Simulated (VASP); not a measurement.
A VASP calculation is set up with these files.

**KPOINTS**
```
Automatic mesh
0
Gamma
8 8 7
0 0 0
```

**INCAR**
```
SYSTEM = HfB2
PREC = Accurate
ENCUT = 520
EDIFF = 1E-6
NELM = 60
ALGO = Normal
LREAL = .FALSE.
LASPH = .TRUE.
ISMEAR = 1
SIGMA = 0.1
GGA = PE
LMAXMIX = 6
LWAVE = .FALSE.
LCHARG = .FALSE.
ISIF = 2
IMIX = 1
AMIX = 1.5
BMIX = 0.0001
```

POSCAR:
```
HfB2
1
    1.6014000000    -2.7737060000     0.0000000000
    1.6014000000     2.7737060000     0.0000000000
    0.0000000000     0.0000000000     3.5496000000
Hf B
1 2
Direct
  0.0000000000   0.0000000000   0.0000000000
  0.3333330000   0.6666670000   0.5000000000
  0.6666670000   0.3333330000   0.5000000000
```

POTCAR, in this order: Hf_pv B (PBE.64 set). Program: vasp_std.

The resulting files:

File standard output:
```
...
DAV:  21    -0.635714645669E+04    0.20679E+03   -0.49424E+04  1920   0.112E+03    0.245E+03
DAV:  22    -0.656579216441E+04   -0.20865E+03   -0.55698E+04  1920   0.105E+03    0.245E+03
DAV:  23    -0.636734574278E+04    0.19845E+03   -0.49494E+04  1920   0.111E+03    0.245E+03
DAV:  24    -0.656549085536E+04   -0.19815E+03   -0.55711E+04  1920   0.105E+03    0.241E+03
DAV:  25    -0.634837171624E+04    0.21712E+03   -0.49140E+04  1920   0.112E+03    0.240E+03
DAV:  26    -0.657685528358E+04   -0.22848E+03   -0.55941E+04  1920   0.106E+03    0.243E+03
DAV:  27    -0.635045403115E+04    0.22640E+03   -0.49262E+04  1920   0.112E+03    0.244E+03
DAV:  28    -0.655473233473E+04   -0.20428E+03   -0.55688E+04  1920   0.105E+03    0.244E+03
DAV:  29    -0.636594588416E+04    0.18879E+03   -0.49520E+04  1920   0.112E+03    0.245E+03
DAV:  30    -0.657181071498E+04   -0.20586E+03   -0.55776E+04  1920   0.105E+03    0.243E+03
DAV:  31    -0.635688907136E+04    0.21492E+03   -0.49349E+04  1920   0.111E+03    0.242E+03
DAV:  32    -0.656694966396E+04   -0.21006E+03   -0.55831E+04  1920   0.106E+03    0.242E+03
DAV:  33    -0.635278892955E+04    0.21416E+03   -0.49224E+04  1920   0.112E+03    0.241E+03
DAV:  34    -0.656519400235E+04   -0.21241E+03   -0.55696E+04  1920   0.106E+03    0.243E+03
DAV:  35    -0.635900340033E+04    0.20619E+03   -0.49421E+04  1920   0.112E+03    0.244E+03
DAV:  36    -0.655364891523E+04   -0.19465E+03   -0.55609E+04  1920   0.104E+03    0.244E+03
DAV:  37    -0.635278243165E+04    0.20087E+03   -0.49344E+04  1920   0.112E+03    0.244E+03
DAV:  38    -0.656273821273E+04   -0.20996E+03   -0.55694E+04  1920   0.105E+03    0.243E+03
DAV:  39    -0.636028704294E+04    0.20245E+03   -0.49341E+04  1920   0.112E+03    0.243E+03
DAV:  40    -0.656965347158E+04   -0.20937E+03   -0.55858E+04  1920   0.106E+03    0.243E+03
DAV:  41    -0.634738432147E+04    0.22227E+03   -0.49240E+04  1920   0.113E+03    0.242E+03
DAV:  42    -0.655498046019E+04   -0.20760E+03   -0.55749E+04  1920   0.104E+03    0.244E+03
DAV:  43    -0.634994704810E+04    0.20503E+03   -0.49290E+04  1920   0.111E+03    0.244E+03
DAV:  44    -0.655244416034E+04   -0.20250E+03   -0.55565E+04  1920   0.103E+03    0.246E+03
DAV:  45    -0.637257377867E+04    0.17987E+03   -0.49541E+04  1920   0.112E+03    0.247E+03
DAV:  46    -0.659334687565E+04   -0.22077E+03   -0.56100E+04  1920   0.106E+03    0.248E+03
DAV:  47    -0.638981486425E+04    0.20353E+03   -0.49579E+04  1920   0.111E+03    0.248E+03
DAV:  48    -0.658866866439E+04   -0.19885E+03   -0.55899E+04  1920   0.107E+03    0.246E+03
DAV:  49    -0.635258648933E+04    0.23608E+03   -0.49152E+04  1920   0.111E+03    0.245E+03
DAV:  50    -0.655118637126E+04   -0.19860E+03   -0.55581E+04  1920   0.104E+03    0.245E+03
DAV:  51    -0.636090253488E+04    0.19028E+03   -0.49443E+04  1920   0.111E+03    0.245E+03
DAV:  52    -0.657230942009E+04   -0.21141E+03   -0.55834E+04  1920   0.105E+03    0.246E+03
DAV:  53    -0.636939443246E+04    0.20291E+03   -0.49525E+04  1920   0.112E+03    0.246E+03
DAV:  54    -0.657616395842E+04   -0.20677E+03   -0.55916E+04  1920   0.105E+03    0.245E+03
DAV:  55    -0.636764456270E+04    0.20852E+03   -0.49379E+04  1920   0.112E+03    0.244E+03
DAV:  56    -0.658029920706E+04   -0.21265E+03   -0.55865E+04  1920   0.105E+03    0.244E+03
DAV:  57    -0.636754242195E+04    0.21276E+03   -0.49418E+04  1920   0.112E+03    0.244E+03
DAV:  58    -0.656268780823E+04   -0.19515E+03   -0.55750E+04  1920   0.105E+03    0.244E+03
DAV:  59    -0.635650771157E+04    0.20618E+03   -0.49461E+04  1920   0.111E+03    0.244E+03
DAV:  60    -0.655610549368E+04   -0.19960E+03   -0.55587E+04  1920   0.105E+03

 -----------------------------------------------------------------------------
|                                                                             |
|           W    W    AA    RRRRR   N    N  II  N    N   GGGG   !!!           |
|           W    W   A  A   R    R  NN   N  II  NN   N  G    G  !!!           |
|           W    W  A    A  R    R  N N  N  II  N N  N  G       !!!           |
|           W WW W  AAAAAA  RRRRR   N  N N  II  N  N N  G  GGG   !            |
|           WW  WW  A    A  R   R   N   NN  II  N   NN  G    G                |
|           W    W  A    A  R    R  N    N  II  N    N   GGGG   !!!           |
|                                                                             |
|     The electronic self-consistency was not achieved in the given           |
|     number of steps (NELM). The forces and other quantities evaluated       |
|     might not be reliable so examine the results carefully. If you find     |
|     spurious results, we suggest increasing NELM, if you were close to      |
|     convergence or switching to a different ALGO or adjusting the           |
|     density mixing parameters otherwise.                                    |
|                                                                             |
 -----------------------------------------------------------------------------

   1 F= -.65561055E+04 E0= -.65561051E+04  d E =-.114651E-02
```

OUTCAR:
```
------------------------ aborting loop EDIFF was not reached (unconverged)  ----------------------------
  FORCE on cell =-STRESS in cart. coord.  units (eV):
  Direction    XX          YY          ZZ          XY          YZ          ZX
  --------------------------------------------------------------------------------------
  Total      726.3174127    726.3173272    662.0211453      0.0000000     -0.0000000     -0.0000000
  in kB    36903.4846600  36903.4803163  33636.6535511      0.0000000     -0.0000000     -0.0000000
  external PRESSURE =   35814.5395091 kB  Pullay stress =       0.0000000 kB
  volume of cell :       31.53
      direct lattice vectors                 reciprocal lattice vectors
     1.601400000 -2.773706000  0.000000000     0.312226802 -0.180264239  0.000000000
     1.601400000  2.773706000  0.000000000     0.312226802  0.180264239  0.000000000
     0.000000000  0.000000000  3.549600000     0.000000000  0.000000000  0.281721884
 POSITION                                       TOTAL-FORCE (eV/Angst)
 -----------------------------------------------------------------------------------
      0.00000      0.00000      0.00000         0.000000      0.000000      0.000000
      1.60140      0.92457      1.77480         0.000000     -0.000000      0.000000
      1.60140     -0.92457      1.77480        -0.000000      0.000000      0.000000
 -----------------------------------------------------------------------------------
    total drift:                                0.000000     -0.000000      0.000000
  FREE ENERGIE OF THE ION-ELECTRON SYSTEM (eV)
  ---------------------------------------------------
  free  energy   TOTEN  =     -6556.1054936801 eV

  energy  without entropy=    -6556.1043471743  energy(sigma->0) =    -6556.10511151
```
(Selected blocks of OUTCAR.)

### Question
From input and log, find the fault in this run and mend it.

### Answer
The cause: simple mixing (IMIX = 1) with AMIX above 1 overshoots. Convergence was not reached. Against the sound run, the energy per atom (σ→0) decreases by 2176.592 eV/atom; the pressure rises by 3594.11 GPa. To mend it, remove IMIX, remove AMIX, remove BMIX.

The mended run (PBE GGA, plane waves, VASP's PBE PAW potentials (set 64)) converges, and its OSZICAR ends with
```
   1 F= -.26328095E+02 E0= -.26327962E+02  d E =-.398337E-03
```

The compound is HfB2 in the AlB2 type structure. The cell was not relaxed at this level.
